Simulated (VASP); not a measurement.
Energy against volume of CsBr (CsCl type). Level of theory: vdW-DF2, VASP's PBE PAW potentials (set 64) (plane waves; VASP). Run with 520 eV cut-off, 6×6×6 Γ-centred mesh, Gaussian smearing of 0.050 eV, potentials Cs_sv Br.

```
V (Å³/atom)  E (eV/atom)
-----------  -----------
40.374          -0.97892
41.663          -0.98529
42.951          -0.98719
44.240          -0.98538
```

### Question
Fit these four points and predict the energy of the run at 45.528 Å³/atom.

### Answer
A cubic in V^(−2/3), the third-order Birch-Murnaghan form, passes through the four points with V0 = 42.93 Å³/atom and B0 = 15 GPa, and gives -0.9805 eV/atom there. The run gave -0.9805 eV/atom, -0.0 meV/atom from the fit; all five points give B0 = 15 GPa.

The compound is CsBr in the CsCl type structure. It was relaxed first, which changed the volume by +9 %.
